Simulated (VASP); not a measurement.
A run of VASP 6.6.1 is set up as follows.

File INCAR:

```
SYSTEM = LaPRuO
  PREC = Accurate
  ENCUT = 600
  EDIFF = 1E-7
  ISMEAR = 0
  SIGMA = 0.03
  LREAL = .False.
  LASPH = .True.
  NELM = 80
  ALGO = Normal
  ISIF = 3
  LWAVE = .False.
  LCHARG = .False.
  GGA = CA
  IBRION = 2
  NSW = 90
  EDIFFG = -0.005
  KPAR = 2
```

Contents of KPOINTS:

```
regular mesh
0
Gamma
  8 8 4
  0 0 0
```

Contents of POSCAR:

```
LaPRuO                                  
1.0
    3.9950713306      0.0000000000      0.0000000000
    0.0000000000      3.9950713306      0.0000000000
   -0.0000000000      0.0000000000      8.2710257025
  La              P               Ru              O             
     2     2     2     2
Direct
     0.0000000000000000    0.5000000000000000    0.8536416526243999
     0.5000000000000000    0.0000000000000000    0.1463583473756002
     0.5000000000000000    0.0000000000000000    0.6385177813334574
     0.0000000000000000    0.5000000000000000    0.3614822186665425
     0.0000000000000000    0.0000000000000000    0.5000000000000000
     0.5000000000000000    0.5000000000000000    0.5000000000000000
     0.5000000000000000    0.5000000000000000    0.0000000000000000
     0.0000000000000000    0.0000000000000000    0.0000000000000000
```

Potentials or basis: VASP PAW LDA potentials, release 64 (La, P, Ru_pv, O).

Command:

```bash
$ cat potpaw_LDA.64/La/POTCAR potpaw_LDA.64/P/POTCAR potpaw_LDA.64/Ru_pv/POTCAR potpaw_LDA.64/O/POTCAR > POTCAR
$ mpirun -np 2 vasp_std > vasp.out
```

Question: Estimate the band gap on the k mesh.

Answer: None (metal or under the smearing width).

Final structure:
```cif
data_structure
_symmetry_space_group_name_H-M 'P 1'
_symmetry_Int_Tables_number 1
_cell_length_a 3.9947
_cell_length_b 3.9947
_cell_length_c 8.2734
_cell_angle_alpha 90.000
_cell_angle_beta 90.000
_cell_angle_gamma 90.000
_cell_volume 132.02
loop_
_atom_site_label
_atom_site_type_symbol
_atom_site_fract_x
_atom_site_fract_y
_atom_site_fract_z
_atom_site_occupancy
La1 La 0.00000 0.50000 0.85368 1
La2 La 0.50000 0.00000 0.14632 1
P1 P 0.50000 0.00000 0.63850 1
P2 P 0.00000 0.50000 0.36150 1
Ru1 Ru 0.00000 0.00000 0.50000 1
Ru2 Ru 0.50000 0.50000 0.50000 1
O1 O 0.50000 0.50000 0.00000 1
O2 O 0.00000 0.00000 0.00000 1
```

The run has no spin-orbit coupling, so splittings on La are missing.
